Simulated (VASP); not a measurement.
These are MS2 meta-GGA, VASP's PBE PAW potentials (set 64) (plane waves; VASP 6.6.1) values and carry that method's errors.

VASP ran on this input.

POSCAR:
```
W
1.0
 -1.5800000000   1.5800000000   1.5800000000
  1.5800000000  -1.5800000000   1.5800000000
  1.5800000000   1.5800000000  -1.5800000000
W
1
Cartesian
  0.0000000000   0.0000000000   0.0000000000
```

KPOINTS:
```
Regular mesh
0
gamma
15 15 15
0 0 0
```

INCAR:
```
ALGO=Normal
EDIFF=1E-6
EDIFFG=-0.01
ENCUT=520
IBRION=2
ISIF=3
ISMEAR=1
LASPH=.TRUE.
LCHARG=.FALSE.
LMAXMIX=6
LMIXTAU=.TRUE.
LREAL=.FALSE.
LWAVE=.FALSE.
METAGGA=MS2
NELM=100
NSW=60
PREC=Accurate
SIGMA=0.1
SYSTEM=W
```

POTCAR, in this order: W_sv (PBE.64 set). Program: vasp_std.

Unless said otherwise, spin-orbit coupling is left out, though it shifts the bands of the heavy elements here.

**Question.** Estimate the energy per atom (σ→0), volume per atom, band gap (on the k-mesh).

**Answer.** 
* **energy per atom (σ→0)**: 3.895 eV/atom
* **band gap (on the k-mesh)**: none (metal, semimetal or under 0.01 eV)
* **volume per atom**: 15.74 Å³/atom

**OSZICAR**
```
...
DAV:   4     0.389483205494E+01   -0.11184E-03   -0.27733E-03  2682   0.699E-01    0.368E-01
DAV:   5     0.389499537101E+01    0.16332E-03   -0.24304E-03  2658   0.661E-01    0.151E-02
DAV:   6     0.389499780671E+01    0.24357E-05   -0.15140E-05  2847   0.538E-02    0.132E-02
DAV:   7     0.389499229713E+01   -0.55096E-05   -0.20513E-06  2617   0.214E-02    0.327E-03
DAV:   8     0.389499835869E+01    0.60616E-05   -0.41360E-07  1347   0.103E-02    0.356E-03
DAV:   9     0.389499973978E+01    0.13811E-05   -0.31123E-07  1332   0.850E-03    0.206E-04
DAV:  10     0.389499999982E+01    0.26004E-06   -0.14539E-08  1338   0.174E-03
   3 F= 0.38950000E+01 E0= 0.38948495E+01  d E =-.803170E-04
```

The compound is W in the bcc structure. This run relaxes it. Symmetry was kept, so distortions that lower it aren't found.
